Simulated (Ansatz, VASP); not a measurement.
# Two plane-wave programs on Na4NO

File INCAR:

```
SYSTEM = Na4NO
PREC = Accurate
ENCUT = 520
EDIFF = 1E-7
ISMEAR = -1
SIGMA = 0.05
LREAL = .False.
LASPH = .True.
NELM = 60
ALGO = Normal
ISIF = 2
LWAVE = .False.
LCHARG = .False.
GGA = PE
NBANDS = 28
```

Contents of KPOINTS:

```
Automatic mesh
0
Gamma
  7 7 5
  0 0 0
```

File POSCAR:

```
Na4NO
1.0
    4.0146640000      0.0000000000      0.0000000000
    0.0000000000      4.0146640000      0.0000000000
    0.0000000000      0.0000000000      5.8748600000
Na O N
4 1 1
Direct
    0.5000000000      0.0000000000      0.2619240000
    0.0000000000      0.5000000000      0.7380760000
    0.5000000000      0.0000000000      0.7380760000
    0.0000000000      0.5000000000      0.2619240000
    0.5000000000      0.5000000000      0.5000000000
    0.0000000000      0.0000000000      0.0000000000
```

File input.yaml:

```yaml
crystal:
  lattice:
    - [4.014664, 0.0, 0.0]
    - [0.0, 4.014664, 0.0]
    - [0.0, 0.0, 5.87486]
  atoms:
    - { symbol: Na, position: [0.5, 0.0, 0.261924] }
    - { symbol: Na, position: [0.0, 0.5, 0.738076] }
    - { symbol: Na, position: [0.5, 0.0, 0.738076] }
    - { symbol: Na, position: [0.0, 0.5, 0.261924] }
    - { symbol: O, position: [0.5, 0.5, 0.5] }
    - { symbol: "N", position: [0.0, 0.0, 0.0] }
hamiltonian:
  xc: pbe
  pseudopotentials: { kind: paw }
kpoints:
  mp_grid: { grid: [7, 7, 5] }
scf:
  occupations: { method: fermi_dirac, width: 0.05 }
output:
  forces: true
  stress: true
  eigenvalues: true
  write_density: true
  write_potential: true
  elf: true
  volumetric_format: npy
```

The cell comes from a database or a generator and needn't be the stable form of this composition.

Alike in both runs: task single point; functional PBE; k mesh 7 × 7 × 5; occupations fermi-dirac, width 0.05 eV; no spin polarisation.

|  | VASP | Ansatz |
| --- | --- | --- |
| version | VASP 6.6.1 | Ansatz 0.2.0 |
| potentials or method | VASP PAW PBE potentials, release 64 (Na_pv, O, N) | Ansatz PAW |
| plane-wave cutoff (eV) | 520 | 420 |
| valence electrons in the cell | 39 | 47 |

```tsv
	VASP	Ansatz	Ansatz less VASP
gap on the k mesh at the Fermi level (eV)	none	none	-
pressure (GPa)	-0.3	-0.4	-0.05
largest component of the traceless stress (GPa)	0.11	0.10	-0.007
rms of the force components (eV/Å)	0.034	0.032	-0.0016
```

Atom by atom the forces differ by 0.002 eV/Å (rms over components). A gap of «none» marks a metal or a gap that the smearing closes. With one functional, cell and mesh, what is left measures potentials, basis and numerics. The two sets of potentials don't hold the same shells in valence.

Caveats: an odd number of electrons without spin polarisation forces a metal; a magnetic or distorted state may lie lower.
